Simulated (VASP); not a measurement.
Input:

```
CELL_PARAMETERS angstrom
      1.84436    -3.19452     0.00000
      1.84436     3.19452     0.00000
      0.00000     0.00000     6.53143
ATOMIC_POSITIONS crystal
  Zr 0.00000 0.00000 0.00000
  S  0.33333 0.66667 0.22156
  S  0.66667 0.33333 0.77844
```

These are PW91 GGA, VASP's PBE PAW potentials (set 64) (plane waves; VASP) values and carry that method's errors. Numerical set-up: 520 eV cut-off, Gaussian smearing of 0.050 eV, potentials Zr_sv S.

Without a dispersion term in the relaxation, distances and binding between the weakly bound layers, chains or molecules are unreliable, and so is what depends on them.

Question: Give the energies of bands 7 to 15 at the high-symmetry points, in eV from the valence-band maximum.

Answer: 
```csv
band,Γ,M,K,A,L,H
7,-3.89,-4.14,-3.14,-3.41,-4.18,-3.20
8,-2.62,-2.56,-3.14,-2.60,-2.79,-3.20
9,-2.62,-2.35,-3.10,-2.60,-2.39,-2.98
10,-0.29,-2.21,-1.82,-1.24,-2.15,-1.72
11,0.00,-1.35,-1.82,-0.04,-0.90,-1.72
12,0.00,-0.97,-1.42,-0.04,-0.89,-1.61
13,1.67,1.25,2.33,1.66,1.12,2.38
14,1.67,3.33,3.22,1.66,3.32,3.06
15,2.48,3.61,3.22,2.77,3.60,3.06
```

The gap is indirect, 1.12 eV, from the valence maximum at Γ to the conduction minimum at L.

Measured: gap 1.70 eV (computed value off by -0.58 eV), as given by Miłosz Rybak et al., Nanomaterials (2022), arXiv:2210.12074.

The compound is ZrS2 in the 1T layered structure. It was relaxed first, which changed the volume by +14 %.
